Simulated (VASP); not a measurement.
An input for Ansatz (written as the equivalent of a VASP run, and not itself run):

Ansatz 0.2 input:
```yaml
crystal:
  lattice:
    - [0.0000000, 3.1015779, 3.1015779]
    - [3.1015779, 0.0000000, 3.1015779]
    - [3.1015779, 3.1015779, 0.0000000]
  atoms:
    - { symbol: Al, position: [0.2500000, 0.2500000, 0.2500000] }
    - { symbol: Al, position: [0.7500000, 0.7500000, 0.7500000] }
    - { symbol: Au, position: [0.0000000, 0.0000000, 0.0000000] }
kpoints:
  mp_grid: { grid: [9, 9, 9] }
hamiltonian:
  xc: revpbe
  pseudopotentials: { kind: paw }
scf:
  occupations: { method: methfessel_paxton, width: 0.1 }
  max_iter: 100
output: { forces: true, stress: true, eigenvalues: true }
```

Write the VASP files for the same calculation (revPBE).

Several could match; the one computed here: 
POSCAR:
```
AuAl2
6.2031560
  0.0000000000   0.4999999899   0.4999999899
  0.4999999899   0.0000000000   0.4999999899
  0.4999999899   0.4999999899   0.0000000000
Al Au
2 1
Cartesian
  0.2499999950   0.2499999950   0.2499999950
  0.7499999849   0.7499999849   0.7499999849
  0.0000000000   0.0000000000   0.0000000000
```

### INCAR
```
! general
SYSTEM =AuAl2
PREC   =Accurate
ENCUT  =520
LREAL  =.False.
LASPH  =.True.

! electronic loop
EDIFF  =1E-7
NELM   =100
ALGO   =Normal
LMAXMIX=6

! smearing
ISMEAR =1
SIGMA  =0.1

! functional
GGA    =RE

! ions
ISIF   =2

! output
LWAVE  =.False.
LCHARG =.False.
```

**KPOINTS**
```
Regular mesh
0
gamma
 9 9 9
```

POTCAR, in this order: Al Au (PBE.64 set). Program: vasp_std.

Limits of the translation: each code has its own PAW files, so the cut-off isn't converted (ENCUT is set for VASP's; basis.ecutwfc is left out, and Ansatz then takes the one that its files recommend); Ansatz stops its SCF on the density residual and VASP on the energy change (EDIFF).

The compound is AuAl2 in the fluorite structure. This cell is one point of a volume scan, at 1.06 of the reference volume.
